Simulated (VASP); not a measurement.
Output of a VASP run:

### OSZICAR
```
       N       E                     dE             d eps       ncg     rms          rms(c)
DAV:   1     0.243271680248E+02    0.24327E+02   -0.40661E+03  3736   0.786E+02
DAV:   2    -0.192960938901E+02   -0.43623E+02   -0.41237E+02  3762   0.161E+02
DAV:   3    -0.206145091441E+02   -0.13184E+01   -0.13034E+01  4307   0.363E+01
DAV:   4    -0.206427388825E+02   -0.28230E-01   -0.28203E-01  4872   0.489E+00
DAV:   5    -0.206435305627E+02   -0.79168E-03   -0.79133E-03  4490   0.750E-01    0.125E+01
DAV:   6    -0.258008068474E+02   -0.51573E+01   -0.88566E+01  4067   0.141E+02    0.302E+01
DAV:   7    -0.177269365493E+02    0.80739E+01   -0.26494E+01  4212   0.734E+01    0.513E+00
DAV:   8    -0.175215435488E+02    0.20539E+00   -0.17408E+00  4553   0.155E+01    0.154E+00
DAV:   9    -0.175679589343E+02   -0.46415E-01   -0.23924E-01  4965   0.461E+00    0.194E+00
DAV:  10    -0.175986795310E+02   -0.30721E-01   -0.14174E-01  4890   0.411E+00    0.121E+00
DAV:  11    -0.176210382591E+02   -0.22359E-01   -0.10933E-01  4888   0.384E+00    0.584E-01
DAV:  12    -0.176465647473E+02   -0.25526E-01   -0.96275E-02  4972   0.268E+00    0.565E-01
DAV:  13    -0.176604972266E+02   -0.13932E-01   -0.55408E-02  4998   0.208E+00    0.398E-01
DAV:  14    -0.176648093495E+02   -0.43121E-02   -0.49360E-02  4964   0.224E+00    0.132E-01
DAV:  15    -0.176647465346E+02    0.62815E-04   -0.25914E-03  4771   0.556E-01    0.880E-02
DAV:  16    -0.176646885110E+02    0.58024E-04   -0.73336E-05  3999   0.848E-02    0.592E-02
DAV:  17    -0.176649989775E+02   -0.31047E-03   -0.59455E-04  4789   0.235E-01    0.360E-02
DAV:  18    -0.176651147134E+02   -0.11574E-03   -0.16382E-04  5093   0.104E-01    0.180E-02
DAV:  19    -0.176651117978E+02    0.29156E-05   -0.78475E-06  4208   0.353E-02    0.141E-02
DAV:  20    -0.176651119203E+02   -0.12254E-06   -0.54006E-06  4553   0.304E-02    0.643E-03
DAV:  21    -0.176651430046E+02   -0.31084E-04   -0.16938E-05  4676   0.355E-02    0.179E-03
DAV:  22    -0.176651335595E+02    0.94451E-05   -0.47520E-06  4509   0.230E-02    0.180E-03
DAV:  23    -0.176651357194E+02   -0.21599E-05   -0.13947E-07  2010   0.418E-03    0.118E-03
DAV:  24    -0.176651393580E+02   -0.36386E-05   -0.84526E-07  2830   0.998E-03    0.390E-04
DAV:  25    -0.176651390420E+02    0.31606E-06   -0.29701E-08  1962   0.203E-03    0.294E-04
DAV:  26    -0.176651392626E+02   -0.22065E-06   -0.56182E-09  1941   0.821E-04    0.213E-04
DAV:  27    -0.176651391228E+02    0.13984E-06   -0.38223E-09  1929   0.846E-04    0.865E-05
DAV:  28    -0.176651391959E+02   -0.73106E-07   -0.68350E-10  1932   0.242E-04
   1 F= -.17665139E+02 E0= -.17665139E+02  d E =0.000000E+00  mag=     1.6243
       N       E                     dE             ncg
```

File OUTCAR:
```
------------------------ aborting loop because EDIFF is reached ----------------------------------------
  FORCE on cell =-STRESS in cart. coord.  units (eV):
  Direction    XX          YY          ZZ          XY          YZ          ZX
  --------------------------------------------------------------------------------------
  Total       -0.1136730     -0.1136730     -0.1136730      0.0000000      0.0000000      0.0000000
  in kB       -4.2832423     -4.2832423     -4.2832423      0.0000000      0.0000000      0.0000000
  external PRESSURE =      -4.2832423 kB  Pullay stress =       0.0000000 kB
  volume of cell :       42.52
      direct lattice vectors                 reciprocal lattice vectors
     0.000000000  2.770267469  2.770267469    -0.180487987  0.180487987  0.180487987
     2.770267469  0.000000000  2.770267469     0.180487987 -0.180487987  0.180487987
     2.770267469  2.770267469  0.000000000     0.180487987  0.180487987 -0.180487987
 POSITION                                       TOTAL-FORCE (eV/Angst)
 -----------------------------------------------------------------------------------
      0.00000      0.00000      0.00000         0.000000      0.000000      0.000000
      1.38513      1.38513      1.38513        -0.000000     -0.000000     -0.000000
 -----------------------------------------------------------------------------------
    total drift:                                0.000016      0.000016      0.000016
  FREE ENERGIE OF THE ION-ELECTRON SYSTEM (eV)
  ---------------------------------------------------
  free  energy   TOTEN  =       -17.6651391959 eV

  energy  without entropy=      -17.6651391959  energy(sigma->0) =      -17.66513920

 total charge

# of ion       s       p       d       tot
------------------------------------------
    1        0.554   0.286   7.233   8.073
    2        0.499   0.344   0.000   0.843
--------------------------------------------------
tot          1.054   0.630   7.233   8.917

 magnetization (x)

# of ion       s       p       d       tot
------------------------------------------
    1        0.043   0.007   1.704   1.754
    2       -0.012  -0.042   0.000  -0.054
--------------------------------------------------
tot          0.032  -0.036   1.704   1.700
```
(Selected blocks of OUTCAR.)

**POSCAR**
```
CoAl
1
    0.0000000000     2.7702674688     2.7702674688
    2.7702674688     0.0000000000     2.7702674688
    2.7702674688     2.7702674688     0.0000000000
Co Al
1 1
Direct
  0.0000000000   0.0000000000   0.0000000000
  0.2500000000   0.2500000000   0.2500000000
```

Problem. Reconstruct the remaining input files.

Solution. One answer among several that fit: the input of the run itself, r2SCAN meta-GGA, plane waves, VASP's PBE PAW potentials (set 64).

KPOINTS:
```
kpoints
0
gamma
  13 13 13
```

INCAR:
```
SYSTEM = CoAl
PREC = Accurate
ENCUT = 400
EDIFF = 1E-7
NELM = 100
ALGO = Normal
LREAL = .FALSE.
LASPH = .TRUE.
ISMEAR = -5
METAGGA = R2SCAN
LMIXTAU = .TRUE.
LMAXMIX = 4
ISPIN = 2
MAGMOM = 1.8 -0.0
LORBIT = 11
LWAVE = .FALSE.
LCHARG = .FALSE.
NEDOS = 601
ISIF = 2
```

KPOINTS_OPT:
```
k-points along high-symmetry lines
10
Line-mode
Reciprocal
  0.000000   0.000000   0.000000 ! GAMMA
 -0.500000  -0.500000   0.000000 ! X

 -0.500000  -0.500000   0.000000 ! X
 -0.375000  -0.375000   0.250000 ! U

 -0.375000  -0.000000   0.375000 ! K
  0.000000   0.000000   0.000000 ! GAMMA

  0.000000   0.000000   0.000000 ! GAMMA
  0.000000   0.000000   0.500000 ! L

  0.000000   0.000000   0.500000 ! L
 -0.500000  -0.250000   0.250000 ! W

 -0.500000  -0.250000   0.250000 ! W
 -0.500000  -0.500000   0.000000 ! X
```

POTCAR, in this order: Co Al (PBE.64 set). Program: vasp_std.

For a metal the tetrahedron method with Blöchl corrections gives inexact stress and forces.

The structure was generated: CoAl was put into the zinc blende type (F-43m), which need not be its known phase. It was relaxed first, which changed the volume by -8 %.
